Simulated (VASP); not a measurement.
A cell of Al2EuZn2 (space group I4/mmm) near equilibrium:

```yaml
crystal:
  lattice:
    - [-2.05564, 2.05564, 5.57930]
    - [2.05564, -2.05564, 5.57930]
    - [2.05564, 2.05564, -5.57930]
  atoms:
    - { symbol: Eu, position: [0.00000, 0.00000, 0.00000] }
    - { symbol: Al, position: [0.75000, 0.25000, 0.50000] }
    - { symbol: Al, position: [0.25000, 0.75000, 0.50000] }
    - { symbol: Zn, position: [0.60937, 0.60937, 0.00000] }
    - { symbol: Zn, position: [0.39063, 0.39063, 0.00000] }
```

Calculation: PBEsol GGA, VASP's PBE PAW potentials (set 64) (plane waves; VASP).

The 4f electrons are frozen in the core of the lanthanide potential, so 4f levels, which can set the real gap, and their magnetism are missing.

```
run               ΔE (meV/atom)    σxx    σyy    σzz  largest shear component, with its sign (GPa)  largest force (eV/Å)
----------------  -------------  -----  -----  -----  --------------------------------------------  --------------------
as it is                    0.0   0.02   0.02   0.44                                          0.00                 0.023
after one change           28.3  -5.04  -5.04  -4.97                                          0.00                 0.040
```
Stress is in GPa, positive when the cell is compressed.

**Question.** Name the change that produced these shifts.
(A) uniaxial strain of +3.0 % along y
(B) isotropic strain of +3.0 %
(C) biaxial strain of +1.5 % in the xy plane with the ions relaxed
(D) biaxial strain of +3.0 % in the yz plane

**Answer.** B, isotropic strain of +3.0 %

The structure comes from a computed database's Al2EuZn2 entry (I4/mmm); how it stands against other phases isn't given here.
